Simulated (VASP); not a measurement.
Calculation: PBE GGA, VASP's PBE PAW potentials (set 64) (plane waves; VASP).

VASP input:

**POSCAR**
```
TiB2
1
    1.5175869197    -2.6285376764     0.0000000000
    1.5175869197     2.6285376764     0.0000000000
    0.0000000000    -0.0000000000     3.2195048419
Ti B
1 2
Direct
  0.0000000000   0.0000000000   0.0000000000
  0.3333330000   0.6666670000   0.5000000000
  0.6666670000   0.3333330000   0.5000000000
```

### INCAR
```
! general
SYSTEM  = TiB2
PREC    = Accurate
ENCUT   = 520
LREAL   = .FALSE.
LASPH   = .TRUE.

! electronic loop
EDIFF   = 1E-6
NELM    = 100
ALGO    = Normal
LMAXMIX = 4

! smearing
ISMEAR  = 1
SIGMA   = 0.1

! functional
GGA     = PE

! ions
IBRION  = 2
NSW     = 60
ISIF    = 3
EDIFFG  = -0.02

! output
LWAVE   = .FALSE.
LCHARG  = .FALSE.
```

File KPOINTS:
```
Automatic mesh
0
Gamma
10 10 9
0 0 0
```

POTCAR, in this order: Ti_sv B (PBE.64 set). Program: vasp_std.

What VASP printed:

File OUTCAR:
```
 ion  position               nearest neighbor table
   1  0.000  0.000  0.000-   2 2.38   3 2.38   2 2.38   3 2.38   3 2.38   3 2.38   2 2.38   2 2.38
                             3 2.38   3 2.38   2 2.38   2 2.38
   2  0.333  0.667  0.500-   3 1.75   3 1.75   3 1.75   1 2.38   1 2.38   1 2.38   1 2.38   1 2.38
                             1 2.38
   3  0.667  0.333  0.500-   2 1.75   2 1.75   2 1.75   1 2.38   1 2.38   1 2.38   1 2.38   1 2.38
                             1 2.38
  LATTYP: Found a hexagonal cell.
 ALAT       =     3.0351738624
 C/A-ratio  =     1.0607316048
 Subroutine PRICEL returns:
 Original cell was already a primitive cell.
 Subroutine GETGRP returns: Found 24 space group operations
The static configuration has the point symmetry D_6h.
The dynamic configuration has the point symmetry D_6h.
 Subroutine INISYM returns: Found 24 space group operations
 Subroutine IBZKPT returns following result:
 Found     70 irreducible k-points:

 Following reciprocal coordinates:
            Coordinates               Weight
  0.000000  0.000000  0.000000      1.000000
  0.100000  0.000000  0.000000      6.000000
  0.200000  0.000000  0.000000      6.000000
  0.300000  0.000000  0.000000      6.000000
  0.400000  0.000000  0.000000      6.000000
  0.500000  0.000000  0.000000      3.000000
  0.100000  0.100000  0.000000      6.000000
  0.200000  0.100000  0.000000     12.000000
  0.300000  0.100000  0.000000     12.000000
  0.400000  0.100000  0.000000     12.000000
  0.200000  0.200000  0.000000      6.000000
  0.300000  0.200000  0.000000     12.000000
  0.400000  0.200000  0.000000      6.000000
  0.300000  0.300000  0.000000      6.000000
  0.000000  0.000000  0.111111      2.000000
  0.100000  0.000000  0.111111     12.000000
  0.200000  0.000000  0.111111     12.000000
  0.300000  0.000000  0.111111     12.000000
  0.400000  0.000000  0.111111     12.000000
  0.500000  0.000000  0.111111      6.000000
  0.100000  0.100000  0.111111     12.000000
  0.200000  0.100000  0.111111     24.000000
  0.300000  0.100000  0.111111     24.000000
  0.400000  0.100000  0.111111     24.000000
  0.200000  0.200000  0.111111     12.000000
  0.300000  0.200000  0.111111     24.000000
  0.400000  0.200000  0.111111     12.000000
  0.300000  0.300000  0.111111     12.000000
  0.000000  0.000000  0.222222      2.000000
  0.100000  0.000000  0.222222     12.000000
  0.200000  0.000000  0.222222     12.000000
  0.300000  0.000000  0.222222     12.000000
  0.400000  0.000000  0.222222     12.000000
  0.500000  0.000000  0.222222      6.000000
  0.100000  0.100000  0.222222     12.000000
  0.200000  0.100000  0.222222     24.000000
  0.300000  0.100000  0.222222     24.000000
  0.400000  0.100000  0.222222     24.000000
  0.200000  0.200000  0.222222     12.000000
  0.300000  0.200000  0.222222     24.000000
   k-points           NKPTS =     70   k-points in BZ     NKDIM =     70   number of bands    NBANDS=     13
   number of dos      NEDOS =    301   number of ions     NIONS =      3
   total plane-waves  NPLWV =  13824
   dimension x,y,z NGX =    24 NGY =   24 NGZ =   24
   dimension x,y,z NGXF=    48 NGYF=   48 NGZF=   48
   ions per type =               1   2
   PREC   = accura    normal or accurate (medium, high low for compatibility)
   ISTART =      0    job   : 0-new  1-cont  2-samecut
   ICHARG =      2    charge: 1-file 2-atom 10-const
   ISPIN  =      1    spin polarized calculation?
   LNONCOLLINEAR =      F non collinear calculations
   LSORBIT =      F    spin-orbit coupling
   INIWAV =      1    electr: 0-lowe 1-rand  2-diag
   ENCUT  =  520.0 eV  38.22 Ry    6.18 a.u.   5.64  5.64  5.99*2*pi/ulx,y,z
...
```

OSZICAR:
```
       N       E                     dE             d eps       ncg     rms          rms(c)
DAV:   1     0.127963467426E+03    0.12796E+03   -0.93956E+03  1820   0.159E+03
DAV:   2    -0.195024981779E+02   -0.14747E+03   -0.14344E+03  1875   0.398E+02
DAV:   3    -0.291843430381E+02   -0.96818E+01   -0.95767E+01  2604   0.954E+01
DAV:   4    -0.295520800482E+02   -0.36774E+00   -0.36747E+00  2403   0.170E+01
DAV:   5    -0.295621059633E+02   -0.10026E-01   -0.10025E-01  2646   0.250E+00    0.167E+01
DAV:   6    -0.243915117861E+02    0.51706E+01   -0.26469E+01  2429   0.595E+01    0.386E+00
DAV:   7    -0.244240007549E+02   -0.32489E-01   -0.17169E+00  2029   0.154E+01    0.331E+00
DAV:   8    -0.244333699654E+02   -0.93692E-02   -0.16833E-01  2625   0.380E+00    0.765E-01
DAV:   9    -0.244261523239E+02    0.72176E-02   -0.74586E-02  2437   0.363E+00    0.292E-01
DAV:  10    -0.244252955826E+02    0.85674E-03   -0.52386E-03  2273   0.995E-01    0.623E-02
DAV:  11    -0.244253119922E+02   -0.16410E-04   -0.40759E-04  2579   0.265E-01    0.518E-02
DAV:  12    -0.244252936881E+02    0.18304E-04   -0.11790E-04  2317   0.149E-01    0.984E-03
DAV:  13    -0.244252931570E+02    0.53108E-06   -0.79087E-06  2195   0.346E-02
   1 F= -.24425293E+02 E0= -.24425071E+02  d E =-.244253E+02
       N       E                     dE             d eps       ncg     rms          rms(c)
DAV:   1    -0.244263443513E+02   -0.10507E-02   -0.42457E-02  1955   0.336E+00    0.212E-01
DAV:   2    -0.244258466393E+02    0.49771E-03   -0.24002E-03  1878   0.520E-01    0.120E-01
DAV:   3    -0.244256219064E+02    0.22473E-03   -0.27429E-04  2137   0.220E-01    0.355E-02
DAV:   4    -0.244255993118E+02    0.22595E-04   -0.49991E-05  2165   0.892E-02    0.543E-03
DAV:   5    -0.244255979204E+02    0.13915E-05   -0.42062E-06  1922   0.251E-02    0.242E-03
DAV:   6    -0.244255978118E+02    0.10854E-06   -0.16416E-07  1030   0.532E-03
   2 F= -.24425598E+02 E0= -.24425335E+02  d E =-.304655E-03
```

### OUTCAR
```
------------------------ aborting loop because EDIFF is reached ----------------------------------------
  FORCE on cell =-STRESS in cart. coord.  units (eV):
  Direction    XX          YY          ZZ          XY          YZ          ZX
  --------------------------------------------------------------------------------------
  Total        0.0274470      0.0274470      0.0002124      0.0000000     -0.0000000      0.0000000
  in kB        1.7121613      1.7121613      0.0132501      0.0000000     -0.0000000      0.0000000
  external PRESSURE =       1.1458576 kB  Pullay stress =       0.0000000 kB
  volume of cell :       25.68
      direct lattice vectors                 reciprocal lattice vectors
     1.515507291 -2.624935654  0.000000000     0.329922530 -0.190480860 -0.000000000
     1.515507291  2.624935654  0.000000000     0.329922530  0.190480860 -0.000000000
     0.000000000  0.000000000  3.228155247    -0.000000000  0.000000000  0.309774445
 POSITION                                       TOTAL-FORCE (eV/Angst)
 -----------------------------------------------------------------------------------
      0.00000     -0.00000      0.00000        -0.000000     -0.000000     -0.000000
      1.51551      0.87498      1.61408         0.000000     -0.000000     -0.000000
      1.51551     -0.87498      1.61408        -0.000000      0.000000      0.000000
 -----------------------------------------------------------------------------------
    total drift:                                0.000000     -0.000000      0.000000
  FREE ENERGIE OF THE ION-ELECTRON SYSTEM (eV)
  ---------------------------------------------------
  free  energy   TOTEN  =       -24.4255978118 eV

  energy  without entropy=      -24.4248079641  energy(sigma->0) =      -24.42533453

 reached required accuracy - stopping structural energy minimisation
```
(Selected blocks of OUTCAR.)

CONTCAR:
```
TiB2
   1.00000000000000
     1.5155072911254852   -2.6249356539388060    0.0000000000000000
     1.5155072911254852    2.6249356539388060    0.0000000000000000
     0.0000000000000000    0.0000000000000000    3.2281552471818884
  Ti              B
     1     2
Direct
     0.0000000000000000    0.0000000000000000    0.0000000000000000
     0.3333330000000032    0.6666669999999968    0.5000000000000000
     0.6666669999999968    0.3333330000000032    0.5000000000000000
```

The compound is TiB2 in the AlB2 type structure. This run relaxes it. Symmetry was kept, so distortions that lower it aren't found. The start is the result of an earlier pass.
